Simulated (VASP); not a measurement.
Calculation: PBE GGA, VASP's PBE PAW potentials (set 64) (plane waves; VASP).

VASP input:

INCAR:
```
# general
SYSTEM =SnO2
PREC   =Accurate
ENCUT  =620
LREAL  =.FALSE.
LASPH  =.TRUE.

# electronic loop
EDIFF  =1E-6
NELM   =100
ALGO   =Normal
LMAXMIX=4

# smearing
ISMEAR =0
SIGMA  =0.05

# functional
GGA    =PE

# ions
IBRION =2
NSW    =40
ISIF   =3
EDIFFG =-0.02
PSTRESS=300

# output
LWAVE  =.FALSE.
LCHARG =.FALSE.
```

File KPOINTS:
```
Automatic mesh
0
Gamma
 5 5 7
```

File POSCAR:
```
SnO2
1
    4.6500534501     0.0000000000     0.0000000000
    0.0000000000     4.6500534501     0.0000000000
    0.0000000000     0.0000000000     3.1855894751
Sn O
2 4
Direct
  0.0000000000   0.0000000000   0.0000000000
  0.5000000000   0.5000000000   0.5000000000
  0.3052288516   0.3052288516   0.0000000000
  0.8052288516   0.1947711484   0.5000000000
  0.1947711484   0.8052288516   0.5000000000
  0.6947711484   0.6947711484   0.0000000000
```

POTCAR, in this order: Sn_d O (PBE.64 set). Program: vasp_std.

The resulting files:

OSZICAR:
```
       N       E                     dE             d eps       ncg     rms          rms(c)
DAV:   1     0.697709676919E+03    0.69771E+03   -0.29613E+04  1670   0.297E+03
DAV:   2     0.660775547619E+02   -0.63163E+03   -0.61003E+03  1651   0.749E+02
DAV:   3    -0.377668178183E+02   -0.10384E+03   -0.10183E+03  1705   0.240E+02
DAV:   4    -0.431231375443E+02   -0.53563E+01   -0.53299E+01  1762   0.600E+01
DAV:   5    -0.432813720763E+02   -0.15823E+00   -0.15820E+00  1813   0.106E+01    0.165E+01
DAV:   6    -0.368330741693E+02    0.64483E+01   -0.24602E+01  2420   0.718E+01    0.612E+00
DAV:   7    -0.369522802823E+02   -0.11921E+00   -0.21265E+00  1635   0.886E+00    0.338E+00
DAV:   8    -0.369351612779E+02    0.17119E-01   -0.24735E-01  2103   0.593E+00    0.702E-01
DAV:   9    -0.369238034334E+02    0.11358E-01   -0.73223E-02  2355   0.428E+00    0.163E-01
DAV:  10    -0.369243464651E+02   -0.54303E-03   -0.48324E-03  1727   0.554E-01    0.699E-02
DAV:  11    -0.369244671829E+02   -0.12072E-03   -0.37864E-04  2030   0.145E-01    0.153E-02
DAV:  12    -0.369244687893E+02   -0.16063E-05   -0.25011E-05  2230   0.615E-02    0.100E-02
DAV:  13    -0.369244668788E+02    0.19105E-05   -0.12026E-05  1857   0.543E-02    0.292E-03
DAV:  14    -0.369244664580E+02    0.42084E-06   -0.12398E-06  1169   0.166E-02
   1 F= -.24026645E+02 E0= -.24026645E+02  d E =-.240266E+02
       N       E                     dE             d eps       ncg     rms          rms(c)
DAV:   1    -0.394712480746E+02   -0.25468E+01   -0.95328E+01  1911   0.156E+02    0.142E+01
DAV:   2    -0.361064211525E+02    0.33648E+01   -0.90388E+00  2075   0.425E+01    0.528E+00
DAV:   3    -0.354193249476E+02    0.68710E+00   -0.16564E+00  2236   0.332E+01    0.138E+00
DAV:   4    -0.353539655496E+02    0.65359E-01   -0.26939E-01  2290   0.133E+01    0.424E-01
DAV:   5    -0.353578114133E+02   -0.38459E-02   -0.96460E-02  1751   0.255E+00    0.185E-01
DAV:   6    -0.353565141117E+02    0.12973E-02   -0.51493E-03  2030   0.583E-01    0.821E-02
DAV:   7    -0.353565603124E+02   -0.46201E-04   -0.23263E-04  1860   0.138E-01    0.681E-02
DAV:   8    -0.353564992650E+02    0.61047E-04   -0.13908E-04  2223   0.241E-01    0.639E-03
DAV:   9    -0.353565007628E+02   -0.14978E-05   -0.28410E-05  2316   0.414E-02    0.763E-03
DAV:  10    -0.353564992227E+02    0.15401E-05   -0.88213E-07  1109   0.116E-02    0.214E-03
DAV:  11    -0.353564983607E+02    0.86203E-06   -0.86184E-07   961   0.777E-03
   2 F= -.23748939E+02 E0= -.23748939E+02  d E =0.277705E+00
       N       E                     dE             d eps       ncg     rms          rms(c)
DAV:   1    -0.383769315933E+02   -0.30204E+01   -0.48681E+01  1932   0.137E+02    0.910E+00
DAV:   2    -0.369475968826E+02    0.14293E+01   -0.39872E+00  2061   0.255E+01    0.354E+00
DAV:   3    -0.366080088601E+02    0.33959E+00   -0.78477E-01  2140   0.188E+01    0.826E-01
DAV:   4    -0.365782124870E+02    0.29796E-01   -0.12973E-01  2339   0.795E+00    0.309E-01
DAV:   5    -0.365783633994E+02   -0.15091E-03   -0.38377E-02  1798   0.159E+00    0.979E-02
DAV:   6    -0.365772532091E+02    0.11102E-02   -0.17808E-03  1791   0.365E-01    0.688E-02
DAV:   7    -0.365772551543E+02   -0.19452E-05   -0.16285E-04  1941   0.115E-01    0.501E-02
DAV:   8    -0.365772212626E+02    0.33892E-04   -0.10055E-04  2042   0.191E-01    0.522E-03
DAV:   9    -0.365772231724E+02   -0.19098E-05   -0.17432E-05  1712   0.297E-02    0.400E-03
DAV:  10    -0.365772236151E+02   -0.44278E-06   -0.28332E-07   975   0.808E-03
   3 F= -.24100748E+02 E0= -.24100748E+02  d E =-.741029E-01
       N       E                     dE             d eps       ncg     rms          rms(c)
DAV:   1    -0.365690946186E+02    0.81286E-02   -0.41222E-03  1904   0.113E+00    0.872E-02
DAV:   2    -0.365689633329E+02    0.13129E-03   -0.35645E-04  2075   0.247E-01    0.326E-02
DAV:   3    -0.365689354440E+02    0.27889E-04   -0.60278E-05  2213   0.189E-01    0.843E-03
DAV:   4    -0.365689337572E+02    0.16868E-05   -0.74614E-06  1840   0.784E-02    0.157E-03
DAV:   5    -0.365689345931E+02   -0.83586E-06   -0.39016E-06  1382   0.179E-02
   4 F= -.24100791E+02 E0= -.24100791E+02  d E =-.741459E-01
       N       E                     dE             d eps       ncg     rms          rms(c)
DAV:   1    -0.365628255577E+02    0.61082E-02   -0.74789E-01  1510   0.657E+00    0.585E-01
DAV:   2    -0.365596133734E+02    0.32122E-02   -0.38701E-02  1827   0.201E+00    0.327E-01
DAV:   3    -0.365563638046E+02    0.32496E-02   -0.46754E-03  2228   0.975E-01    0.721E-02
DAV:   4    -0.365563955973E+02   -0.31793E-04   -0.13885E-03  1988   0.286E-01    0.269E-02
DAV:   5    -0.365563902034E+02    0.53939E-05   -0.65872E-05  1976   0.898E-02    0.102E-02
DAV:   6    -0.365563910383E+02   -0.83490E-06   -0.95334E-06  1970   0.269E-02
   5 F= -.24102815E+02 E0= -.24102815E+02  d E =-.202447E-02
       N       E                     dE             d eps       ncg     rms          rms(c)
DAV:   1    -0.365590816266E+02   -0.26914E-02   -0.20516E-02  1510   0.110E+00    0.967E-02
DAV:   2    -0.365589962474E+02    0.85379E-04   -0.10639E-03  1835   0.337E-01    0.540E-02
DAV:   3    -0.365589076600E+02    0.88587E-04   -0.12969E-04  2259   0.162E-01    0.119E-02
DAV:   4    -0.365589079731E+02   -0.31313E-06   -0.37221E-05  1974   0.463E-02    0.443E-03
DAV:   5    -0.365589073216E+02    0.65152E-06   -0.13641E-06  1166   0.136E-02
   6 F= -.24102898E+02 E0= -.24102898E+02  d E =-.210782E-02
       N       E                     dE             d eps       ncg     rms          rms(c)
DAV:   1    -0.365558930814E+02    0.30149E-02   -0.92643E-02  1488   0.222E+00    0.168E-01
DAV:   2    -0.365556433214E+02    0.24976E-03   -0.21773E-03  2046   0.508E-01    0.957E-02
DAV:   3    -0.365554538463E+02    0.18948E-03   -0.17895E-04  2423   0.202E-01    0.202E-02
DAV:   4    -0.365554504503E+02    0.33961E-05   -0.45799E-05  2250   0.593E-02    0.516E-03
DAV:   5    -0.365554510014E+02   -0.55114E-06   -0.21862E-06  1328   0.156E-02
   7 F= -.24103300E+02 E0= -.24103300E+02  d E =-.401685E-03
```

### OUTCAR
```
------------------------ aborting loop because EDIFF is reached ----------------------------------------
  FORCE on cell =-STRESS in cart. coord.  units (eV):
  Direction    XX          YY          ZZ          XY          YZ          ZX
  --------------------------------------------------------------------------------------
  Total       12.4554285     12.4554285     12.5120939      0.0000000      0.0000000      0.0000000
  in kB      300.0789645    300.0789645    301.4441604      0.0000000      0.0000000      0.0000000
  external PRESSURE =       0.5340298 kB  Pullay stress =     300.0000000 kB
  volume of cell :       66.50
      direct lattice vectors                 reciprocal lattice vectors
     4.584447995 -0.000000000  0.000000000     0.218128770 -0.000000000  0.000000000
     0.000000000  4.584447995  0.000000000     0.000000000  0.218128770  0.000000000
     0.000000000  0.000000000  3.164168494     0.000000000  0.000000000  0.316038796
 POSITION                                       TOTAL-FORCE (eV/Angst)
 -----------------------------------------------------------------------------------
      4.58445     -0.00000      0.00000        -0.000000      0.000000      0.000000
      2.29222      2.29222      1.58208        -0.000000      0.000000      0.000000
      1.39884      1.39884      0.00000         0.011938      0.011938      0.000000
      3.69106      0.89338      1.58208         0.011938     -0.011938     -0.000000
      0.89338      3.69106      1.58208        -0.011938      0.011938      0.000000
      3.18561      3.18561      0.00000        -0.011938     -0.011938     -0.000000
 -----------------------------------------------------------------------------------
    total drift:                                0.000000     -0.000000     -0.000000
  FREE ENERGIE OF THE ION-ELECTRON SYSTEM (eV)
  ---------------------------------------------------
  free  energy   TOTEN  =       -36.5554510014 eV

  energy  without entropy=      -36.5554510014  energy(sigma->0) =      -36.55545100
  enthalpy is  TOTEN    =       -24.1033000940 eV   P V=       12.4521509074

 reached required accuracy - stopping structural energy minimisation
```
(Selected blocks of OUTCAR.)

File CONTCAR:
```
SnO2
   1.00000000000000
     4.5844479945546404   -0.0000000000000000    0.0000000000000000
     0.0000000000000000    4.5844479945546404    0.0000000000000000
     0.0000000000000000    0.0000000000000000    3.1641684940788322
  Sn              O
     2     4
Direct
     1.0000000000000000    0.0000000000000000    0.0000000000000000
     0.5000000000000000    0.5000000000000000    0.5000000000000000
     0.3051271987673286    0.3051271987673286    0.0000000000000000
     0.8051271987673285    0.1948728012326714    0.5000000000000000
     0.1948728012326714    0.8051271987673285    0.5000000000000000
     0.6948728012326715    0.6948728012326715    0.0000000000000000
```

Energy and stress use the plane-wave basis of the starting cell.

The compound is SnO2 in the rutile structure. This run relaxes it under an external pressure of 30 GPa. Symmetry was kept, so distortions that lower it aren't found.
